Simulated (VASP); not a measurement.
Computed with LDA (Ceperley-Alder, Perdew-Zunger), VASP's LDA PAW potentials (set 64) (plane waves; VASP).

VASP input:

POSCAR:
```
Hf
1
    1.5394362385    -2.6663817452     0.0000000000
    1.5394362385     2.6663817452     0.0000000000
   -0.0000000000     0.0000000000     4.8933801337
Hf
2
Direct
  0.3333330000   0.6666670000   0.2500000000
  0.6666670000   0.3333330000   0.7500000000
```

**KPOINTS**
```
K-points
0
G
14 14 8
0 0 0
```

INCAR:
```
SYSTEM = Hf
PREC = Accurate
ENCUT = 500
EDIFF = 1E-6
NELM = 100
ALGO = Normal
LREAL = .FALSE.
LASPH = .TRUE.
ISMEAR = 1
SIGMA = 0.1
LMAXMIX = 6
LWAVE = .FALSE.
LCHARG = .FALSE.
IBRION = 2
ISIF = 3
NSW = 40
EDIFFG = -0.02
PSTRESS = 50
```

POTCAR, in this order: Hf_pv (LDA.64 set). Program: vasp_std.

The resulting files:

File OSZICAR:
```
       N       E                     dE             d eps       ncg     rms          rms(c)
DAV:   1     0.464547861249E+02    0.46455E+02   -0.11607E+04  3376   0.134E+03
DAV:   2    -0.202591165671E+02   -0.66714E+02   -0.65513E+02  4266   0.269E+02
DAV:   3    -0.220207452867E+02   -0.17616E+01   -0.17228E+01  4482   0.298E+01
DAV:   4    -0.220346287415E+02   -0.13883E-01   -0.13878E-01  3942   0.320E+00
DAV:   5    -0.220348189315E+02   -0.19019E-03   -0.19018E-03  4498   0.296E-01    0.704E+01
DAV:   6    -0.215514779989E+02    0.48334E+00   -0.40730E-01  3546   0.489E+00    0.415E+01
DAV:   7    -0.213747728295E+02    0.17671E+00   -0.65381E-01  3528   0.597E+00    0.200E+00
DAV:   8    -0.213672665599E+02    0.75063E-02   -0.41687E-02  3714   0.162E+00    0.441E-01
DAV:   9    -0.213673446587E+02   -0.78099E-04   -0.92427E-04  4590   0.240E-01    0.211E-01
DAV:  10    -0.213673456100E+02   -0.95126E-06   -0.46463E-05  3780   0.574E-02    0.302E-01
DAV:  11    -0.213673393313E+02    0.62787E-05   -0.67133E-06  3960   0.198E-02    0.271E-02
DAV:  12    -0.213673392832E+02    0.48094E-07   -0.64463E-07  2454   0.692E-03
   1 F= -.20113672E+02 E0= -.20113592E+02  d E =-.201137E+02
       N       E                     dE             d eps       ncg     rms          rms(c)
DAV:   1    -0.213655631518E+02    0.17762E-02   -0.15086E-02  3402   0.106E+00    0.232E-01
DAV:   2    -0.213652893323E+02    0.27382E-03   -0.54281E-04  4044   0.194E-01    0.783E-02
DAV:   3    -0.213652006643E+02    0.88668E-04   -0.11743E-04  3960   0.849E-02    0.485E-02
DAV:   4    -0.213651834874E+02    0.17177E-04   -0.35380E-05  4148   0.467E-02    0.350E-02
DAV:   5    -0.213651826167E+02    0.87067E-06   -0.31931E-06  3824   0.125E-02
   2 F= -.20113691E+02 E0= -.20113621E+02  d E =-.193741E-04
       N       E                     dE             d eps       ncg     rms          rms(c)
DAV:   1    -0.213660579778E+02   -0.87449E-03   -0.20944E-03  3414   0.394E-01    0.857E-02
DAV:   2    -0.213660197848E+02    0.38193E-04   -0.76069E-05  4050   0.725E-02    0.294E-02
DAV:   3    -0.213660074522E+02    0.12333E-04   -0.16093E-05  3954   0.314E-02    0.181E-02
DAV:   4    -0.213660049720E+02    0.24803E-05   -0.49438E-06  3784   0.175E-02    0.129E-02
DAV:   5    -0.213660048380E+02    0.13396E-06   -0.47028E-07  1926   0.536E-03
   3 F= -.20113702E+02 E0= -.20113628E+02  d E =-.303456E-04
```

**OUTCAR**
```
------------------------ aborting loop because EDIFF is reached ----------------------------------------
  FORCE on cell =-STRESS in cart. coord.  units (eV):
  Direction    XX          YY          ZZ          XY          YZ          ZX
  --------------------------------------------------------------------------------------
  Total        1.2788781      1.2788781      1.2492024      0.0000000      0.0000000      0.0000000
  in kB       51.0610578     51.0610565     49.8762112      0.0000000      0.0000000      0.0000000
  external PRESSURE =       0.6661085 kB  Pullay stress =      50.0000000 kB
  volume of cell :       40.13
      direct lattice vectors                 reciprocal lattice vectors
     1.539345098 -2.666223884  0.000000000     0.324813455 -0.187531138  0.000000000
     1.539345098  2.666223884  0.000000000     0.324813455  0.187531138  0.000000000
     0.000000000  0.000000000  4.888631848    -0.000000000  0.000000000  0.204556209
 POSITION                                       TOTAL-FORCE (eV/Angst)
 -----------------------------------------------------------------------------------
      1.53935      0.88874      1.22216        -0.000000     -0.000000      0.000000
      1.53935     -0.88874      3.66647         0.000000      0.000000      0.000000
 -----------------------------------------------------------------------------------
    total drift:                                0.000003      0.000171     -0.000015
  FREE ENERGIE OF THE ION-ELECTRON SYSTEM (eV)
  ---------------------------------------------------
  free  energy   TOTEN  =       -21.3660048380 eV

  energy  without entropy=      -21.3657832070  energy(sigma->0) =      -21.36593096
  enthalpy is  TOTEN    =       -20.1137020199 eV   P V=        1.2523028181

 reached required accuracy - stopping structural energy minimisation
```
(Selected blocks of OUTCAR.)

**CONTCAR**
```
Hf
   1.00000000000000
     1.5393450981274679   -2.6662238841267891    0.0000000000000000
     1.5393450981274679    2.6662238841267891    0.0000000000000000
     0.0000000000000000    0.0000000000000000    4.8886318475425297
  Hf
     2
Direct
     0.3333330000000032    0.6666669999999968    0.2500000000000000
     0.6666669999999968    0.3333330000000032    0.7500000000000000
```

The compound is Hf in the hcp structure. This run relaxes it under an external pressure of 5 GPa. Symmetry was kept, so distortions that lower it aren't found.
